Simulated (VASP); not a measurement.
Level of theory: PBE GGA, VASP's PBE PAW potentials (set 64) (plane waves; VASP).

VASP input:

INCAR:
```
! general
SYSTEM  = Cu
PREC    = Accurate
ENCUT   = 400
LREAL   = .FALSE.
LASPH   = .TRUE.

! electronic loop
EDIFF   = 1E-6
NELM    = 100
ALGO    = Normal
LMAXMIX = 4

! smearing
ISMEAR  = 1
SIGMA   = 0.1

! functional
GGA     = PE

! spin
ISPIN   = 2
MAGMOM  = 1.0

! ions
ISIF    = 2

! output
LWAVE   = .FALSE.
LCHARG  = .FALSE.
```

**KPOINTS**
```
Automatic mesh
0
Gamma
13 13 13
0 0 0
```

POSCAR:
```
Cu
1.0
  0.0000000000   1.8050000000   1.8050000000
  1.8050000000   0.0000000000   1.8050000000
  1.8050000000   1.8050000000   0.0000000000
Cu
1
Cartesian
  0.0000000000   0.0000000000   0.0000000000
```

POTCAR, in this order: Cu (PBE.64 set). Program: vasp_std.

Question: Estimate the energy per atom (σ→0), cell moment, pressure, band gap (on the k-mesh).

Answer: 
```yaml
energy per atom (σ→0): -3727 meV/atom
cell_moment: 0.00 μB
band gap (on the k-mesh): none (metal, semimetal or under 0.01 eV)
pressure: 2.08 GPa
```

**OSZICAR**
```
...
DAV:   7    -0.373922658983E+01    0.37584E+00   -0.26179E+00  3714   0.344E+01    0.586E-01
DAV:   8    -0.373164187055E+01    0.75847E-02   -0.39751E-03  4018   0.801E-01    0.419E-01
DAV:   9    -0.372728415717E+01    0.43577E-02   -0.88485E-03  4530   0.155E+00    0.319E-02
DAV:  10    -0.372729295309E+01   -0.87959E-05   -0.76141E-05  4388   0.112E-01    0.280E-02
DAV:  11    -0.372728927589E+01    0.36772E-05   -0.41946E-07  2354   0.920E-03    0.130E-02
DAV:  12    -0.372728753380E+01    0.17421E-05   -0.10085E-05  3032   0.640E-02    0.234E-03
DAV:  13    -0.372728691741E+01    0.61639E-06   -0.56398E-07  1756   0.130E-02
   1 F= -.37272869E+01 E0= -.37272742E+01  d E =-.380647E-04  mag=    -0.0000
```

The compound is Cu in the fcc structure. The cell was not relaxed at this level.
